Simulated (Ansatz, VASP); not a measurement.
One calculation of MoI, two programs

```xyz
2
Lattice="0.0000 3.1789 3.1789 3.1789 0.0000 3.1789 3.1789 3.1789 0.0000" Properties=species:S:1:pos:R:3 pbc="T T T"
Mo    0.0000    0.0000    0.0000
I     4.7683    4.7683    4.7683
```

The cell was built by a generator and needn't be a form met in nature.

Alike in both runs: task band structure; functional revPBE; k mesh 7 × 7 × 7; occupations fermi-dirac, width 0.05 eV; no spin polarisation.

```csv
,VASP,Ansatz
version,VASP 6.6.1,Ansatz 0.2.0
potentials or method,"VASP PAW PBE potentials, release 64 (Mo_sv, I)",Ansatz PAW
plane-wave cutoff (eV),520,420
valence electrons in the cell,21,31
```

|  | VASP | Ansatz | Ansatz less VASP |
| --- | --- | --- | --- |
| gap on the k mesh at the Fermi level (eV) | none | none | - |
| pressure (GPa) | -6.3 | -6.2 | +0.06 |

A gap of «none» marks a metal or a gap that the smearing closes. The two sets of potentials don't hold the same shells in valence.

Caveats: spin-orbit coupling is left out, which moves the levels of the heavy elements; an odd number of electrons without spin polarisation forces a metal; a magnetic or distorted state may lie lower; the PAW data sets were made with another functional, which shifts forces and pressure a little (VASP); the PAW data sets come from PBE, with cores solved anew for the run's functional, which leaves a small shift of forces and pressure (Ansatz).
